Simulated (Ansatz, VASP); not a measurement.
**AlGaNi6 (AlGaNi6 (P4/mmm)) in two plane-wave programs**

One calculation is typed for both programs; each brings its own data sets. How far apart do they land? The cell is taken from a series of runs on this material, whose earlier steps may have relaxed, scaled, displaced or heated it; both programs get it as it stands.

Method: plane waves, with VASP 6.6.1 beside it; relaxation of cell and atoms at PBEsol, in Ansatz 0.2.0.

**1. Set-up**

It takes space group P4/mmm (No. 123, tetragonal). Conventional cell: a = 3.532 Å, b = 3.532 Å, c = 7.061 Å, α = 90.00°, β = 90.00°, γ = 90.00°. Nearest to Al lie 12 Ni at 2.49 to 2.50 Å. Nearest to Ga lie 12 Ni at 2.50 Å. Nearest to Ni lie 8 Ni at 2.49 Å and 4 Al at 2.50 Å. Nearest to Ni lie 4 Ga at 2.50 Å and 8 Ni at 2.50 Å. Ni has 8 Ni at 2.49 to 2.50 Å and 2 Al at 2.49 Å and 2 Ga at 2.50 Å nearest. Farther neighbours are not listed.

As a file:

```cif
data_structure
_symmetry_space_group_name_H-M 'P4/mmm'
_symmetry_Int_Tables_number 123
_cell_length_a 3.5318
_cell_length_b 3.5318
_cell_length_c 7.0608
_cell_angle_alpha 90.000
_cell_angle_beta 90.000
_cell_angle_gamma 90.000
_cell_volume 88.07
loop_
_atom_site_label
_atom_site_type_symbol
_atom_site_symmetry_multiplicity
_atom_site_Wyckoff_symbol
_atom_site_fract_x
_atom_site_fract_y
_atom_site_fract_z
_atom_site_occupancy
Al1 Al 1 a 0.00000 0.00000 0.00000 1
Ga1 Ga 1 b 0.00000 0.00000 0.50000 1
Ni1 Ni 1 c 0.50000 0.50000 0.00000 1
Ni2 Ni 1 d 0.50000 0.50000 0.50000 1
Ni3 Ni 4 i 0.50000 0.00000 0.24930 1
```

**2. Ansatz: relaxation of cell and atoms, PBEsol**

Ansatz runs on its default PAW (the set named soft_2) files.

The relaxed volume is the usual yardstick between codes: in a stiff, nearly cubic crystal its relative difference is about their pressure difference at one cell divided by the bulk modulus.

Contents of input.yaml:

```yaml
crystal:
  lattice:
    - [3.5317979, 0.0, 0.0]
    - [0.0, 3.5317979, 0.0]
    - [0.0, 0.0, 7.060825]
  atoms:
    - { symbol: Al, position: [0.0, 0.0, 0.0] }
    - { symbol: Ga, position: [0.0, 0.0, 0.5] }
    - { symbol: Ni, position: [0.5, 0.5, 0.0], spin: 1.5 }
    - { symbol: Ni, position: [0.5, 0.5, 0.5], spin: 1.5 }
    - { symbol: Ni, position: [0.5, 0.0, 0.24930236], spin: 1.5 }
    - { symbol: Ni, position: [0.5, 0.0, 0.75069764], spin: 1.5 }
    - { symbol: Ni, position: [0.0, 0.5, 0.24930236], spin: 1.5 }
    - { symbol: Ni, position: [0.0, 0.5, 0.75069764], spin: 1.5 }
magnetization:
  spin_polarized: true
basis:
  ecutwfc: 420
  xc_grid: 2
hamiltonian:
  xc: pbesol
kpoints:
  mp_grid: { grid: [11, 11, 6] }
scf:
  occupations: { method: fermi_dirac, width: 0.05 }
  max_iter: 150
output:
  forces: true
  stress: true
relax:
  f_tol: 0.01
  max_steps: 60
  cell: {}
checkpoint:
  write: "../pbesol.run"
  compress: false
  write_wavefunctions: false
  write_every: 100000
```

Run with:

```bash
ansatz run input.yaml --threads 4 --pin off --max-ram 6594MiB --backend cpu --events-out ev --progress --plain --runs-dir out
```

Numbers of over 12 decimals in the logs are rounded to 6 here.

Log:

```text
Engine: ansatz 0.2.0, aarch64-unknown-linux-gnu
Pseudopotentials: kind: paw
Pseudopotential: Al, paw, valence charge 3, recommended cutoff 420 eV (normal), Al.paw.azcp
Pseudopotential: Ga, paw, valence charge 13, recommended cutoff 420 eV (normal), Ga.paw.azcp
Pseudopotential: Ni, paw, valence charge 18, recommended cutoff 420 eV (normal), Ni.paw.azcp
Functional definition: PBEsol
  exchange = pbesol_x
  correlation = pbesol_c
Crystal: 8 atoms, lattice volume = 88.074 Å³
Basis set: ecut = 420 eV, 1699 PW (Γ), exchange–correlation on 48×48×96 points (8 copies of the dense FFT grid, shifted against one another)
Bands: 80, of which v1, the nominal top of the filled ones, is band 62 counted from 1 (61 counted from 0)
Symmetry: 16 space group operations
Space group: P4/mmm (ITA 123), of the structure as read, at distance tolerance 4.4e-5 Å
Magnetic group: BNS 123.339 (UNI 999), of the structure as read, at distance tolerance 4.4e-5 Å
k-points: 84 of 726
Non-local potential: Al, projectors of the file, l = 0: 2, l = 1: 2, l = 2: 1
Non-local potential: Ga, projectors of the file, l = 0: 2, l = 1: 2, l = 2: 3, l = 3: 1
Non-local potential: Ni, projectors of the file, l = 0: 3, l = 1: 2, l = 2: 3, l = 3: 1
PAW form: soft (Blöchl's): semilocal exchange-correlation on the pseudo side does not see the compensation charge
PAW frozen core: Al, regenerated for the run's functional, and the local potential with it (the file was generated under x = pbe(κ = 0.804, μ = 0.219515), c = pbe(β = 0.066725))
PAW frozen core: Ga, regenerated for the run's functional, and the local potential with it (the file was generated under x = pbe(κ = 0.804, μ = 0.219515), c = pbe(β = 0.066725))
PAW frozen core: Ni, regenerated for the run's functional, and the local potential with it (the file was generated under x = pbe(κ = 0.804, μ = 0.219515), c = pbe(β = 0.066725))
PAW one-centre angular grid: Al, 110 points (default); XC on 64 Gauss nodes
PAW one-centre angular grid: Ga, 590 points (default); XC on 64 Gauss nodes
PAW one-centre angular grid: Ni, 590 points (default); XC on 64 Gauss nodes
Initial density: superposition of atomic densities (chi_scale 0.1, normalization cell)
Starting moments: Σ|m| = 9 μB on 6 of 8 sites
Initial wavefunctions: pseudopotential atomic-orbital guess
Functional: x = pbesol(κ = 0.804, μ = 0.123457), c = pbesol(β = 0.046)
SCF iter   1: F=—  HF=-39093.502499 eV  |F-HF|=—  |Δ(HF+E_count)|=         —  Δρ=8.79e-2 (↑8.79e-2 ↓3.55e-2)  dr2=6.00e0  dr2_m=1.49e0  M=5.574 μB ∫|m|=6.540 μB  β_m=0.30  ethr=3.10e-3  ⟨swp⟩=5.9  Hψ=48677  notcnv=0  defer=31
Mixer restart at iter 1: flushing history
preconditioner: auto → Kerker (q_TF=auto, 2.888 Å⁻¹)  [metal: Δε(μ)=0.006 eV  Ē_g=10.596 eV  σ=0.050 eV  W_gap=0.03  n_scr=38 (ndim 8)  ℏωp=34.5 eV  f_vac=0.000  D(μ)=11.27/eV (n_scr^D=174)]
spin=Collinear: Kerker preconditioning applied to the charge; magnetization (m = ρ↑ − ρ↓) channel mixes plain (no charge-response kernel on spin).
SCF iter   2: F=—  HF=-39092.172078 eV  |F-HF|=—  |Δ(HF+E_count)|=    1.33e0  Δρ=6.02e-2 (↑4.07e-2 ↓6.02e-2)  dr2=1.00e0  dr2_m=1.88e0  M=4.681 μB ∫|m|=5.717 μB  β_m=0.37  ethr=3.10e-3  ⟨swp⟩=2.1  Hψ=21226  notcnv=0  defer=1473
SCF iter   3: F=—  HF=-39095.260351 eV  |F-HF|=—  |Δ(HF+E_count)|=    3.09e0  Δρ=6.34e-2 (↑3.75e-2 ↓6.34e-2)  dr2=1.02e0  dr2_m=1.95e0  M=3.852 μB ∫|m|=4.996 μB  β_m=0.23  ethr=8.08e-4  ⟨swp⟩=2.9  Hψ=21119  notcnv=0  defer=1482
SCF iter   4: F=—  HF=-39097.313692 eV  |F-HF|=—  |Δ(HF+E_count)|=    2.05e0  Δρ=5.41e-2 (↑3.66e-2 ↓5.41e-2)  dr2=7.20e-1  dr2_m=1.59e0  M=3.263 μB ∫|m|=4.387 μB  β_m=0.16  ethr=8.08e-4  ⟨swp⟩=2.2  Hψ=16886  notcnv=0  defer=1482
SCF iter   5: F=—  HF=-39098.436661 eV  |F-HF|=—  |Δ(HF+E_count)|=    1.12e0  Δρ=3.79e-2 (↑3.79e-2 ↓2.83e-2)  dr2=4.07e-1  dr2_m=7.91e-1  M=2.774 μB ∫|m|=3.739 μB  β_m=0.39  ethr=5.80e-4  ⟨swp⟩=2.2  Hψ=17866  notcnv=0  defer=1518
SCF iter   6: F=—  HF=-39100.628510 eV  |F-HF|=—  |Δ(HF+E_count)|=    2.19e0  Δρ=2.14e-2 (↑1.30e-2 ↓2.14e-2)  dr2=4.63e-1  dr2_m=4.69e-2  M=0.693 μB ∫|m|=1.013 μB  β_m=0.70  ethr=3.28e-4  ⟨swp⟩=3.1  Hψ=25941  notcnv=0  defer=1481
SCF iter   7: F=—  HF=-39100.635532 eV  |F-HF|=—  |Δ(HF+E_count)|=         —  Δρ=2.71e-2 (↑9.22e-3 ↓2.71e-2)  dr2=2.12e-1  dr2_m=2.41e-1  M=1.234 μB ∫|m|=1.550 μB  β_m=0.70  ethr=3.28e-4  ⟨swp⟩=2.1  Hψ=16547  notcnv=0  defer=1574
Mixer restart at iter 7: flushing history
SCF iter   8: F=—  HF=-39100.717073 eV  |F-HF|=—  |Δ(HF+E_count)|=   8.15e-2  Δρ=1.28e-2 (↑1.28e-2 ↓6.74e-3)  dr2=1.00e-1  dr2_m=3.73e-2  M=1.301 μB ∫|m|=1.594 μB  β_m=0.72  ethr=1.71e-4  ⟨swp⟩=2.9  Hψ=25993  notcnv=0  defer=1574
[...]
preconditioner: auto → Kerker (q_TF=auto, 2.195 Å⁻¹)  [metal: Δε(μ)=0.002 eV  Ē_g=11.216 eV  σ=0.050 eV  W_gap=0.01  n_scr=16 (ndim 8)  ℏωp=34.6 eV  f_vac=0.001  D(μ)=7.00/eV (n_scr^D=76)]
spin=Collinear: Kerker preconditioning applied to the charge; magnetization (m = ρ↑ − ρ↓) channel mixes plain (no charge-response kernel on spin).
[...]
SCF 3 converged in 10 iterations: F = -39100.673224 eV  dr2 = 2.33e-7
relax step   3: F+E_penalty+E_count = -39100.67322420 eV  Δ(F+E_penalty+E_count) = -5.340e-4 eV  max|allowed force component| = 1.193e-3 eV/Å  Δτ_max = 0.0008 Å  P = +0.011 GPa  Ω = 87.544 Å³  energy of the carried Pulay correction = +2.004e-4 eV  (10 SCF iters, dr2 threshold 8.00e-7 eV, accepted)
Initial wavefunctions: pseudopotential atomic-orbital guess (no wavefunctions were taken with the density)
[...]
SCF iter   1: F=—  HF=-39100.673045 eV  |F-HF|=—  |Δ(HF+E_count)|=         —  Δρ=5.65e-6 (↑4.61e-6 ↓5.65e-6)  dr2=2.74e-8  dr2_m=1.01e-9  M=1.378 μB ∫|m|=1.670 μB  β_m=0.65  ethr=3.26e-8  ⟨swp⟩=3.2  Hψ=88784  notcnv=0
preconditioner: auto → Kerker (q_TF=auto, 2.195 Å⁻¹)  [metal: Δε(μ)=0.001 eV  Ē_g=11.219 eV  σ=0.050 eV  W_gap=0.00  n_scr=16 (ndim 8)  ℏωp=34.6 eV  f_vac=0.001  D(μ)=7.03/eV (n_scr^D=76)]
spin=Collinear: Kerker preconditioning applied to the charge; magnetization (m = ρ↑ − ρ↓) channel mixes plain (no charge-response kernel on spin).
SCF iter   2: F=—  HF=-39100.673044 eV  |F-HF|=—  |Δ(HF+E_count)|=   1.26e-6  Δρ=5.48e-6 (↑5.48e-6 ↓5.13e-6)  dr2=5.95e-8  dr2_m=3.10e-10  M=1.378 μB ∫|m|=1.670 μB  β_m=0.42  ethr=2.21e-11  ⟨swp⟩=2.9  Hψ=24951  notcnv=0
SCF iter   3: F=—  HF=-39100.673044 eV  |F-HF|=—  |Δ(HF+E_count)|=   1.46e-8  Δρ=2.07e-6 (↑1.76e-6 ↓2.07e-6)  dr2=5.90e-9  dr2_m=1.96e-10  M=1.378 μB ∫|m|=1.670 μB  β_m=0.52  ethr=2.21e-11  ⟨swp⟩=2.0  Hψ=23516  notcnv=0
SCF iter   4: F=—  HF=-39100.673044 eV  |F-HF|=—  |Δ(HF+E_count)|=  6.84e-10  Δρ=5.21e-7 (↑5.21e-7 ↓4.24e-7)  dr2=4.92e-10  dr2_m=1.23e-11  M=1.378 μB ∫|m|=1.670 μB  β_m=0.48  ethr=4.76e-12  ⟨swp⟩=2.2  Hψ=19444  notcnv=0
SCF iter   5: F=—  HF=-39100.673044 eV  |F-HF|=—  |Δ(HF+E_count)|=  1.16e-10  Δρ=1.70e-7 (↑1.70e-7 ↓1.67e-7)  dr2=1.06e-10  dr2_m=2.37e-12  M=1.378 μB ∫|m|=1.670 μB  β_m=0.62  ethr=1.00e-12  ⟨swp⟩=2.0  Hψ=18451  notcnv=0
SCF iter   6: F=—  HF=-39100.673044 eV  |F-HF|=—  |Δ(HF+E_count)|=  2.18e-10  Δρ=3.16e-7 (↑2.03e-7 ↓3.16e-7)  dr2=1.65e-10  dr2_m=4.43e-12  M=1.378 μB ∫|m|=1.670 μB  β_m=0.55  ethr=1.00e-12  ⟨swp⟩=1.0  Hψ=13440  notcnv=0
SCF iter   7: F=—  HF=-39100.673044 eV  |F-HF|=—  |Δ(HF+E_count)|=  6.55e-11  Δρ=2.14e-7 (↑6.65e-8 ↓2.14e-7)  dr2=6.44e-11  dr2_m=8.80e-12  M=1.378 μB ∫|m|=1.670 μB  β_m=0.77  ethr=1.00e-12  ⟨swp⟩=1.0  Hψ=13442  notcnv=0
SCF iter   8: F=—  HF=-39100.673044 eV  |F-HF|=—  |Δ(HF+E_count)|=  6.55e-11  Δρ=6.64e-8 (↑6.64e-8 ↓5.49e-8)  dr2=1.34e-11  dr2_m=5.81e-14  M=1.378 μB ∫|m|=1.670 μB  β_m=0.77  ethr=1.00e-12  ⟨swp⟩=1.1  Hψ=13454  notcnv=0
SCF iter   9: F=—  HF=-39100.673044 eV  |F-HF|=—  |Δ(HF+E_count)|=  7.28e-12  Δρ=7.63e-8 (↑4.01e-8 ↓7.63e-8)  dr2=5.81e-12  dr2_m=5.38e-13  M=1.378 μB ∫|m|=1.670 μB  β_m=0.65  ethr=1.00e-12  ⟨swp⟩=1.0  Hψ=13440  notcnv=0
SCF iter  10: F=-39100.673044 eV  HF=-39100.673044 eV  |F-HF|=7.28e-12  |Δ(HF+E_count)|=  7.28e-12  Δρ=7.62e-8 (↑4.31e-8 ↓7.62e-8)  dr2=1.50e-11  dr2_m=2.32e-13  M=1.378 μB ∫|m|=1.670 μB  ethr=1.00e-12  ⟨swp⟩=2.0  Hψ=38090  notcnv=0
SCF 4 converged in 10 iterations: F = -39100.673044 eV  dr2 = 1.50e-11
relax step   4: F+E_penalty+E_count = -39100.67304411 eV  Δ(F+E_penalty+E_count) = +1.801e-4 eV  max|allowed force component| = 1.246e-3 eV/Å  Δτ_max = 0.0000 Å  P = +0.012 GPa  Ω = 87.544 Å³  stress off target by 3.09e-2 GPa  SCF on the basis re-selected at this cell (its energy is not comparable with the rows above)  (10 SCF iters)
basis re-selected at this cell: Δ(F+E_penalty+E_count) = +1.801e-4 eV, ΔP = +0.001 GPa vs the last step (what re-selecting the basis moved, of the pressure what is left beyond the Pulay correction that the steps carried, after the strain that the cell walked since its last selection, with what the two solves' SCF thresholds leave and, on support functions, any second-order correction that the steps lacked; it is no m [...]
SCF converged after 10 iterations
Magnetization: 1.3777 μB (62.6888 up, 61.3112 down)
Absolute magnetization: 1.6715 μB (∫|ρ↑−ρ↓|, with the PAW one-centre terms)
Spin contamination: 0.0192 ħ² per cell (⟨S²⟩ above its minimum at these occupations)
Per-site moments (μB) at R_I (Å): [(-0.014433, 1.026973), (-0.012356, 1.027860), (0.251182, 1.026973), (0.251985, 1.027860), (0.251440, 1.026973), (0.251440, 1.026973), (0.251440, 1.026973), (0.251440, 1.026973)]
Free energy (F): -39100.673044 eV
Harris-Foulkes:  -39100.673044 eV  (|F-HF|=7.28e-12)
Internal energy: -39100.614240 eV  (E = F + TS)
E sigma→0 (E₀):  -39100.643642 eV
Entropy (-TS):   -0.058804 eV (-7.350 meV/atom)
Fermi energy:    17.050629 eV
--- Per-component energies (eV) ---
  E_band       = -1700.870530
  E_kinetic    = 1852.155045
  E_local      = -24169.708664  (includes V_loc(G=0)·N_el)
  E_nonlocal   = 4258.630048
  E_hartree    = 10337.467310
  E_xc         = -621.376253
  E_vxc        = -751.922698  (∫ρ·V_xc dr)
  E_paw        = -11978.816455  (= ΣΔE_a)
  E_vpaw       = -3564.962264  (= ΣTr[D̂ρ^β])
  E_aug_tail   = 0.003283  (compensation charges beyond the density's cutoff)
  E_ewald      = -18781.034405
  E_core_change = 2.065850  (= ΣΔE_core)
  E_smearing   = -0.058804  (= −TS)
  E_closure    = -0.000000  (closes the sum)
  Σ components = -39100.673044   (vs F -39100.673044, Δ=0.00e0)
--- Forces (eV/Å), atoms counted from 1 ---
  atom   1  Al    -0.00000000    -0.00000000     0.00000000
  atom   2  Ga    -0.00000000    -0.00000000     0.00000000
  atom   3  Ni     0.00000000     0.00000000     0.00000000
  atom   4  Ni     0.00000000     0.00000000     0.00000000
  atom   5  Ni     0.00000000     0.00000000     0.00124585
  atom   6  Ni     0.00000000     0.00000000    -0.00124585
  atom   7  Ni     0.00000000     0.00000000     0.00124585
  atom   8  Ni     0.00000000     0.00000000    -0.00124585
  max |Σ_I F_I| component: 6.51e-19 eV/Å
--- Stress (GPa, compression-positive) ---
        0.003195       0.000000       0.000000
        0.000000       0.003195       0.000000
        0.000000       0.000000       0.030950
  P = ⅓ Tr σ = 0.0124 GPa (0.124 kbar)
--- Relaxed structure (3 steps of the walk, 3 accepted, 1 SCFs on fresh bases) ---
  F+E_penalty+E_count = -39100.67304411 eV   max|allowed force component| = 1.246e-3 eV/Å   (the final SCF, on the basis selected at the relaxed cell)
  cell:  # Å, volume = 87.5443 Å³
    - [3.523911, 0, 0.0]
    - [0, 3.523911, 0.0]
    - [0.0, 0.0, 7.049821]
  atoms:
    - { symbol: Al, position: [0, 0, 0] }
    - { symbol: Ga, position: [0, 0, 0.5] }
    - { symbol: Ni, position: [0.5, 0.5, 0] }
    - { symbol: Ni, position: [0.5, 0.5, 0.5] }
    - { symbol: Ni, position: [0.5, 0, 0.249498] }
    - { symbol: Ni, position: [0.5, 0, 0.750502] }
    - { symbol: Ni, position: [0, 0.5, 0.249498] }
    - { symbol: Ni, position: [0, 0.5, 0.750502] }
```

Reading the cycles: dr2 is the Hartree energy of the density residual (eV), the measure of convergence; HF is the Harris–Foulkes estimate of the energy, which meets the free energy F at convergence.

(Continued in part 2 of 2.)

[Lines on the potential files, build, host, timing and source positions are cut from VASP's logs without a mark.]

[Logs are printed without paths, hosts, clocks, repeated set-up lines and the standing remarks that a program may print on its own settings, such as how far it seeks lower states.]

[Hosts, paths, dates, database ids (printed as entryN), source tags and the programs' standing remarks are cut or masked in the printed files.]
